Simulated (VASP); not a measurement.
A convergence study with VASP on BN (wurtzite): one setting is varied, all else stays as given below, so the limit is that of these other settings.

```yaml
crystal:
  lattice:
    - [1.27500, -2.20837, 0.00000]
    - [1.27500, 2.20837, 0.00000]
    - [0.00000, 0.00000, 4.22000]
  atoms:
    - { symbol: B, position: [0.66667, 0.33333, 0.50000] }
    - { symbol: B, position: [0.33333, 0.66667, 0.00000] }
    - { symbol: N, position: [0.66667, 0.33333, 0.87500] }
    - { symbol: N, position: [0.33333, 0.66667, 0.37500] }
```

Calculation: PBE GGA, VASP's PBE PAW potentials (set 64) (plane waves; VASP). The tightest run used: 700 eV cut-off, 15×15×8 Monkhorst-Pack mesh, Gaussian smearing of 0.050 eV, potentials B N.

```csv
setting,E (eV/atom),pressure (GPa),irreducible k-points
1×1×1 mesh,-2.2388,133.87,1
2×2×1 mesh,-8.8734,3.33,2
3×3×2 mesh,-8.6096,3.58,3
4×4×2 mesh,-8.7176,1.52,6
5×5×3 mesh,-8.7066,1.84,10
```

Q: These are the cheaper rows. Estimate the results at 15×15×8 mesh, and how far the last row shown lies from them.

A: 
```json
[
 {"quantity": "E (eV/atom)", "tightest run": "-8.7116", "last row shown is off by": "0.0050"},
 {"quantity": "pressure (GPa)", "tightest run": "1.75", "last row shown is off by": "0.09"}
]
```

Left out are rungs that failed or repeat a setting and relaxations that didn't move; long series are thinned to 24 rows.

The compound is BN in the wurtzite structure, a metastable high-pressure form. The cell was not relaxed at this level.
